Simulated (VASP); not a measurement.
Given:

```yaml
crystal:
  lattice:
    - [0.00000, 3.11848, 3.11848]
    - [3.11848, 0.00000, 3.11848]
    - [3.11848, 3.11848, 0.00000]
  atoms:
    - { symbol: Na, position: [0.00000, 0.00000, 0.00000] }
    - { symbol: I, position: [0.50000, 0.50000, 0.50000] }
```

All values below come from PBE GGA with D3 dispersion (Becke-Johnson damping), VASP's PBE PAW potentials (set 64) (plane waves; VASP 6.6.1). Settings: 520 eV cut-off, 7×7×7 Γ-centred mesh, Gaussian smearing of 0.050 eV, potentials Na_pv I.

Unless said otherwise, spin-orbit coupling is left out, though it shifts the bands of the heavy elements here.

Question: What does the run give for the energy per atom (σ→0), pressure, band gap (on the k-mesh) with the smallest direct gap where there is one?

Answer: 
| Property | Value |
|---|---|
| band gap (on the k-mesh) | 3.97 eV |
| smallest direct gap (on the k-mesh) | 3.97 eV |
| energy per atom (σ→0) | -2.943 eV/atom |
| pressure | 1.29 GPa |

Total energies compare only between runs with the same potentials, cut-off and functional.

The compound is NaI in the rock salt structure. This cell is one point of a volume scan, at 0.94 of the reference volume.
